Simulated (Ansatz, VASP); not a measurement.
# TiTe2 in two plane-wave programs, part 3 of 3

Aim: how closely do two programs agree when they are given the same cell, functional and k mesh? The cell is taken from a series of VASP runs on this material, whose earlier steps may have relaxed, scaled or displaced it; both programs get it as it stands.

VASP 6.6.1 and Ansatz 0.2.0.

So far: Set-up; Ansatz: zone-centre phonons, LDA; VASP: zone-centre phonons, LDA; Comparison.

**5. VASP: zone-centre phonons, PBE**

Level of this step: PBE, no spin polarisation; plane waves and PAW (Te, Ti_sv) (VASP).

Second derivatives magnify differences that forces hide, and they need a tight electronic threshold. The cell compared in this pair holds 83.76 Å³, against 80.28 Å³ for the pair before.

File INCAR:

```
SYSTEM = TiTe2
PREC = Accurate
ENCUT = 450
EDIFF = 1E-08
NELM = 100
ISMEAR = 1
SIGMA = 0.15
LREAL = .FALSE.
ALGO = Normal
GGA = PE
NBANDS = 18
LORBIT = 11
LWAVE = .FALSE.
LCHARG = .FALSE.
KPAR = 2
IBRION = 8
ISIF = 2
```

File POSCAR:

```
TiTe2
1.0
    3.7723970109      0.0000000000      0.0000000000
   -1.8861985055      3.2669916446      0.0000000000
    0.0000000000      0.0000000000      6.7963053982
Te Ti
2 1
Direct
    0.3333333333      0.6666666667      0.7458346259
    0.6666666667      0.3333333333      0.2541653741
    0.0000000000      0.0000000000      0.0000000000
```

File KPOINTS:

```
Automatic mesh
0
Gamma
12 12 6
0 0 0
```

The projector-augmented-wave data sets are Te and Ti_sv (PBE family, release 64).

The run is started by

```sh
> mpirun -np 2 vasp_std
```

Numbers of over 12 decimals in the logs are rounded to 6 here.

What it wrote:

```text
[banner, memory and clock lines left out]
running    2 mpi-ranks, on    1 nodes
[...]
LDA part: xc-table for (Slater+PW92), standard interpolation
 POSCAR, INCAR and KPOINTS ok, starting setup
[...]
entering main loop
       N       E                     dE             d eps       ncg     rms          rms(c)
DAV:   1     0.167163986184E+03    0.16716E+03   -0.10028E+04  3600   0.110E+03
DAV:   2    -0.306900702668E+01   -0.17023E+03   -0.16665E+03  3932   0.288E+02
DAV:   3    -0.180236149186E+02   -0.14955E+02   -0.14591E+02  5680   0.815E+01
DAV:   4    -0.185304723937E+02   -0.50686E+00   -0.50500E+00  4706   0.141E+01
[...]
DAV:  18    -0.162145613991E+02   -0.16278E-06   -0.62044E-08  4372   0.167E-03    0.207E-03
DAV:  19    -0.162145614458E+02   -0.46698E-07   -0.42034E-09  2330   0.484E-04    0.906E-04
DAV:  20    -0.162145614450E+02    0.82127E-09   -0.10421E-08  2246   0.696E-04
   1 F= -.16214561E+02 E0= -.16215189E+02  d E =0.188317E-02
 Linear response reoptimize wavefunctions to high precision
[...]
RMM:  15    -0.711424058832E+00    0.52667E-08   -0.15162E-06 22592   0.982E-04    0.473E-05
RMM:  16    -0.711424369946E+00   -0.31111E-06   -0.12613E-06 21721   0.857E-04    0.421E-05
RMM:  17    -0.711424523243E+00   -0.15330E-06   -0.10923E-06 22729   0.763E-04    0.419E-05
 first order change of Fermi-energy  -0.68961E-03
 force on displaced ion       3 direction 1 :  -3.625   0.000   0.000
 Linear response progress:
  Degree of freedom:   4/  4
       N       E                     dE             d eps       ncg     rms          rms(c)
RMM:   1    -0.748981438676E+00   -0.74898E+00    0.20305E+01  3622   0.141E+02
RMM:   2    -0.703596099528E+00    0.45385E-01   -0.38479E-01  5984   0.456E+00    0.221E-01
RMM:   3    -0.700682544977E+00    0.29136E-02   -0.28410E-02  7035   0.109E+00    0.114E-01
RMM:   4    -0.700980449951E+00   -0.29790E-03   -0.17954E-02  7920   0.468E-01    0.519E-02
[...]
RMM:  29    -0.702743382574E+00   -0.13374E-07   -0.27751E-06  7988   0.768E-04    0.169E-04
RMM:  30    -0.702743397860E+00   -0.15286E-07   -0.24380E-06  8131   0.726E-04    0.178E-04
RMM:  31    -0.702743412173E+00   -0.14313E-07   -0.23083E-06  8016   0.689E-04    0.186E-04
 first order change of Fermi-energy   0.62087E-03
 force on displaced ion       3 direction 3 :   0.000   0.000 -10.030
 Linear response finished
```

OUTCAR, selected parts (step 5):

```text
  Total       -0.0042285     -0.0042285      0.0063062      0.0000000     -0.0000000      0.0000000
  in kB       -0.0808826     -0.0808826      0.1206261      0.0000000     -0.0000000      0.0000000
  external PRESSURE =      -0.0137130 kB  Pullay stress =       0.0000000 kB

 POSITION                                       TOTAL-FORCE (eV/Angst)
 -----------------------------------------------------------------------------------
     -0.00000      2.17799      5.06892        -0.000000      0.000000     -0.000310
      1.88620      1.08900      1.72739         0.000000      0.000000      0.000310
      0.00000      0.00000      0.00000        -0.000000      0.000000      0.000000
 -----------------------------------------------------------------------------------
    total drift:                                0.000000      0.000000      0.000000

[... 1 part as in an earlier step ...]

[... 1 further part left out ...]
```

**6. Ansatz: zone-centre phonons, PBE**

The same cell, functional, mesh and smearing now go to Ansatz, which takes its cutoff from its data sets.

The cell is taken from a series of VASP runs on this material, whose earlier steps may have relaxed, scaled or displaced it; both programs get it as it stands.

File input.yaml:

```yaml
crystal:
  lattice:
    - [3.7723970109, 0.0, 0.0]
    - [-1.8861985055, 3.2669916446, 0.0]
    - [0.0, 0.0, 6.7963053982]
  atoms:
    - { symbol: Te, position: [0.3333333333, 0.6666666667, 0.7458346259] }
    - { symbol: Te, position: [0.6666666667, 0.3333333333, 0.2541653741] }
    - { symbol: Ti, position: [0.0, 0.0, 0.0] }
hamiltonian:
  xc: pbe
  pseudopotentials: { kind: paw }
kpoints:
  mp_grid: { grid: [12, 12, 6] }
scf:
  occupations: { method: methfessel_paxton, width: 0.15 }
phonons:
  method: dfpt
  qpoints: [[0, 0, 0]]
```

The run is started by

```sh
> ansatz run input.yaml --threads 4 --pin off --max-ram 9216MiB --backend cpu --events-out ev --progress --plain --runs-dir out
```

What it wrote:

```text
[...]
Crystal: 3 atoms, lattice volume = 83.760 Å³
Basis set: ecut = 420 eV, 1619 PW (Γ), exchange–correlation on 54×54×96 points (8 copies of the dense FFT grid, shifted against one another)
Bands: 27, of which v1, the nominal top of the filled ones, is band 22 counted from 1 (21 counted from 0)
Symmetry: 12 space group operations
k-points: 242 of 864 (irreducible under 2 space group operations, time reversal used)
[...]
k-point 241: bands = [... 18 lower, 6.9438, 7.1864, 7.7965, 7.8796, 10.4234, 10.5167, 10.9587, 11.8600, ... 1 higher]
[...]
ASR residual: 9.844e-5 → 0.000e0 eV/Å²; symmetrization residual: 7.483e-6 eV/Å²
  ASR residual per site (eV/Å²): 9.84e-5 9.84e-5 6.36e-5
  Γ frequencies (cm⁻¹): 0.00 0.00 0.00 94.95 94.95 136.85 155.21 155.21 259.27
[...]
--- Phonons (arbitrary-q DFPT): 1 explicit q-point ---
[...]
[key lines of the parts left out:]
SCF converged after 9 iterations
Free energy (F): -16461.687738 eV
Fermi energy:    9.644780 eV
```

Run time: 37 s. Hardware: 4 threads of Intel Xeon Platinum 8559C (Emerald Rapids), shared host; peak memory 2 GiB.

**7. Side by side**

What differs besides the data sets and the points named for the pairs above, as far as they apply: VASP leaves aspherical gradient terms in its spheres out (LASPH is not set), Ansatz keeps them. Total energies have different zeros and are not compared.

The two programs side by side:

```csv
quantity,Ansatz,VASP,difference
optical mode 1 to 2 (cm⁻¹),95.0,95.1,-0.11 %
optical mode 3 (cm⁻¹),136.8,136.6,+0.22 %
optical mode 4 to 5 (cm⁻¹),155.2,156.3,-0.72 %
optical mode 6 (cm⁻¹),259.3,260.1,-0.32 %
```

Modes are paired by rising frequency and degeneracy, not by their patterns, so a pair may still set unlike modes beside each other.

**8. Summary of results**

```
r.m.s. difference of the optical zone-centre modes, each program's sorted by frequency (zone-centre phonons, LDA) : 0.90 cm⁻¹
difference in optical mode 4 to 5 (zone-centre phonons, LDA)                                                      : -0.8 %
r.m.s. difference of the optical zone-centre modes, each program's sorted by frequency (zone-centre phonons, PBE) : 0.75 cm⁻¹
difference in optical mode 4 to 5 (zone-centre phonons, PBE)                                                      : -0.7 %
```

**Reading.** The r.m.s. difference of the optical zone-centre modes, each program's sorted by frequency is 0.90 cm⁻¹ (zone-centre phonons, LDA). Among the rows given in per cent, the largest difference of the zone-centre phonons, LDA pair is in optical mode 4 to 5, -0.8 %. Among the rows given in per cent, the largest difference of the zone-centre phonons, PBE pair is in optical mode 4 to 5, -0.7 %. How closely two codes agree says nothing of how well the functional describes the real material.

[Lines on the potential files, build, host, timing and source positions are cut from VASP's logs without a mark.]

[Logs are printed without paths, hosts, clocks, repeated set-up lines and the standing remarks that a program may print on its own settings, such as how far it seeks lower states.]

[Hosts, paths, dates, database ids (printed as entryN), source tags and the programs' standing remarks are cut or masked in the printed files.]
